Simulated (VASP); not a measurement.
**PbI$_{2}$ (relaxed from the baddeleyite structure, space group P2_1/c): computed properties**

Method: PBEsol GGA, VASP's PBE PAW potentials (set 64) (plane waves; VASP).

```yaml
space_group: P2_1/c (14)
cell: a = 7.719 Å, b = 7.950 Å, c = 8.127 Å, α = 90.00°, β = 99.99°, γ = 90.00°
volume_per_atom: 40.93 Å^3/atom
band gap (over mesh and band path): 2.04 eV
smallest direct gap (over mesh and band path): 2.08 eV
band_edge_character: indirect, Γ to Y2
density: 6.23 g/cm³
```

```xyz
12
Lattice="7.7189 0.0000 -0.0640 0.0000 7.9499 0.0000 -1.3438 0.0000 8.0156" Properties=species:S:1:pos:R:3 pbc="T T T"
Pb     1.9951     0.4108     1.4184
Pb     5.0518     4.3857     2.5254
Pb     4.3799     7.5391     6.5332
Pb     1.3232     3.5642     5.4262
I      0.0714     2.6768     2.6983
I      6.9756     6.6518     1.2454
I      6.3037     5.2731     5.2532
I     -0.6005     1.2981     6.7061
I      2.6095     6.0621     3.8758
I      4.4374     2.0871     0.0679
I      3.7655     1.8878     4.0757
I      1.9376     5.8628     7.8836
```

Unless said otherwise, spin-orbit coupling is left out, though it shifts the bands of the heavy elements here.

The structure was generated: PbI2 was put into the baddeleyite type (P2_1/c), which need not be its known phase. It was relaxed first. Symmetry was kept, so distortions that lower it aren't found.
